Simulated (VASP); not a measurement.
A convergence study with VASP on SnSe2 (1T layered): one setting is varied, all else stays as given below, so the limit is that of these other settings.

```
CELL_PARAMETERS angstrom
      1.90500    -3.29956     0.00000
      1.90500     3.29956     0.00000
      0.00000     0.00000     6.14000
ATOMIC_POSITIONS crystal
  Sn 0.00000 0.00000 0.00000
  Se 0.33333 0.66667 0.25000
  Se 0.66667 0.33333 0.75000
```

These are PBE GGA, VASP's PBE PAW potentials (set 64) (plane waves; VASP) values and carry that method's errors. The tightest run used: 550 eV cut-off, 16×16×8 Γ-centred mesh, Gaussian smearing of 0.050 eV, potentials Sn_d Se.

Task: The settings run are 1×1×1 mesh; 2×2×1 mesh; 3×3×2 mesh; 4×4×2 mesh; 5×5×2 mesh; 6×6×3 mesh; 7×7×4 mesh; 8×8×4 mesh; 9×9×4 mesh; 10×10×5 mesh; 11×11×6 mesh; 12×12×6 mesh; 13×13×6 mesh; 14×14×7 mesh; 15×15×8 mesh; 16×16×8 mesh. From which on does the energy per atom stay within 0.001 eV/atom of the tightest run?

Result: From 8×8×4 mesh on: it is off by 0.0006 there and by no more than 0.001 in any finer run, while 7×7×4 mesh is off by 0.0015.
| setting | E (eV/atom) | pressure (GPa) | largest force (eV/Å) | irreducible k-points | difference judged (eV/atom) |
|---|---|---|---|---|---|
| 1×1×1 mesh | 1.0315 | 38.75 | 0.512 | 1 | 4.9509 |
| 2×2×1 mesh | -3.3711 | 9.12 | 1.445 | 2 | 0.5482 |
| 3×3×2 mesh | -3.7871 | 6.63 | 0.629 | 6 | 0.1323 |
| 4×4×2 mesh | -3.8879 | 5.70 | 0.686 | 8 | 0.0314 |
| 5×5×2 mesh | -3.9116 | 5.44 | 0.715 | 10 | 0.0078 |
| 6×6×3 mesh | -3.9136 | 5.42 | 0.701 | 17 | 0.0058 |
| 7×7×4 mesh | -3.9179 | 5.37 | 0.729 | 28 | 0.0015 |
| 8×8×4 mesh | -3.9188 | 5.36 | 0.733 | 35 | 0.0006 |
| 9×9×4 mesh | -3.9191 | 5.36 | 0.734 | 43 | 0.0003 |
| 10×10×5 mesh | -3.9193 | 5.36 | 0.733 | 58 | 0.0001 |
| 11×11×6 mesh | -3.9193 | 5.36 | 0.733 | 84 | 0.0001 |
| 12×12×6 mesh | -3.9193 | 5.36 | 0.734 | 100 | 0.0000 |
| 13×13×6 mesh | -3.9194 | 5.36 | 0.734 | 112 | 0.0000 |
| 14×14×7 mesh | -3.9194 | 5.36 | 0.734 | 144 | 0.0000 |
| 15×15×8 mesh | -3.9194 | 5.36 | 0.734 | 192 | 0.0000 |
| 16×16×8 mesh | -3.9194 | 5.36 | 0.734 | 213 | 0.0000 |

Left out are rungs that failed or repeat a setting and relaxations that didn't move; long series are thinned to 24 rows.

The compound is SnSe2 in the 1T layered structure. The cell was not relaxed at this level, forces remain on its atoms.
